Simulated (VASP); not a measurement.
OSZICAR of a VASP run on BN (space group P6_3/mmc):

**OSZICAR**
```
       N       E                     dE             d eps       ncg     rms          rms(c)
DAV:   1     0.105388835580E+03    0.10539E+03   -0.15201E+04  3788   0.122E+03
DAV:   2    -0.507028955818E+02   -0.15609E+03   -0.14741E+03  4969   0.273E+02
DAV:   3    -0.560958703209E+02   -0.53930E+01   -0.52697E+01  4540   0.527E+01
DAV:   4    -0.561477191034E+02   -0.51849E-01   -0.51804E-01  4541   0.550E+00
DAV:   5    -0.561485089521E+02   -0.78985E-03   -0.78971E-03  4633   0.579E-01    0.121E+01
DAV:   6    -0.539161812549E+02    0.22323E+01   -0.23302E+00  4300   0.107E+01    0.667E+00
DAV:   7    -0.534501514853E+02    0.46603E+00   -0.12785E+00  4395   0.807E+00    0.242E+00
DAV:   8    -0.534428304255E+02    0.73211E-02   -0.74764E-02  4546   0.207E+00    0.274E-01
DAV:   9    -0.534414090879E+02    0.14213E-02   -0.42639E-03  4558   0.516E-01    0.123E-01
DAV:  10    -0.534412704356E+02    0.13865E-03   -0.74364E-04  4525   0.192E-01    0.566E-02
DAV:  11    -0.534412942749E+02   -0.23839E-04   -0.10028E-04  4580   0.720E-02    0.126E-02
DAV:  12    -0.534412975802E+02   -0.33053E-05   -0.51419E-06  4510   0.185E-02    0.729E-03
DAV:  13    -0.534412985839E+02   -0.10037E-05   -0.92699E-07  2955   0.827E-03    0.824E-04
DAV:  14    -0.534412984703E+02    0.11357E-06   -0.11611E-07  2835   0.255E-03
   1 F= -.53441298E+02 E0= -.53343359E+02  d E =-.195879E+00
```

Task: Which electronic solver shows in the log?

Result: It is blocked Davidson (ALGO = Normal, or the opening steps of other solvers). The INCAR had ALGO = Normal.

Task: Can the final energy be trusted as converged?

Result: The run converged. It stopped with EDIFF = 1E-6, NELM = 100 (PBE GGA, plane waves, VASP's PBE PAW potentials (set 64)).

The structure was generated: BN was put into an ordered model structure, which need not be its known phase. The cell was not relaxed at this level.
